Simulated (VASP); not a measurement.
Input:

```
CELL_PARAMETERS angstrom
      4.76510     0.00000     0.00000
      0.00000     4.76510     0.00000
      0.00000     0.00000     4.76510
ATOMIC_POSITIONS crystal
  Si 0.16452 0.33548 0.66452
  Si 0.33548 0.66452 0.16452
  Si 0.66452 0.16452 0.33548
  Si 0.83548 0.83548 0.83548
  Os 0.87659 0.62341 0.37659
  Os 0.62341 0.37659 0.87659
  Os 0.37659 0.87659 0.62341
  Os 0.12341 0.12341 0.12341
```

All values below come from r2SCAN meta-GGA, VASP's PBE PAW potentials (set 64) (plane waves; VASP). Run with 400 eV cut-off, 5×5×5 Γ-centred mesh, tetrahedra with Blöchl corrections, potentials Si Os.

Unless said otherwise, spin-orbit coupling is left out, though it shifts the bands of the heavy elements here.

Question: Give the energies of bands 15 to 28 at the high-symmetry points, in eV from the valence-band maximum.

Answer: 
```
band      Γ      X      M      R     X1
----  -----  -----  -----  -----  -----
15    -4.31  -3.82  -3.10  -4.69  -3.82
16    -4.31  -3.82  -3.10  -4.69  -3.82
17    -3.06  -3.32  -2.88  -1.77  -3.32
18    -3.06  -3.32  -2.88  -1.77  -3.32
19    -3.06  -2.46  -2.52  -1.77  -2.46
20    -0.69  -2.46  -2.52  -1.77  -2.46
21    -0.69  -1.01  -2.08  -1.23  -1.01
22    -0.69  -1.01  -2.08  -1.23  -1.01
23    -0.21  -0.21  -0.93  -1.23  -0.21
24    -0.21  -0.21  -0.93  -1.23  -0.21
25     1.57   0.69   1.39   1.14   0.69
26     1.57   0.69   1.39   1.14   0.69
27     1.57   2.63   1.96   1.14   2.63
28     3.69   2.63   1.96   1.14   2.63
```

The gap is indirect, 0.62 eV, from the valence maximum at Γ-X at 0.57 to the conduction minimum at (0.40, 0.00, 0.00).

The structure comes from a computed database's SiOs entry (P2_13); how it stands against other phases isn't given here. It was relaxed first.
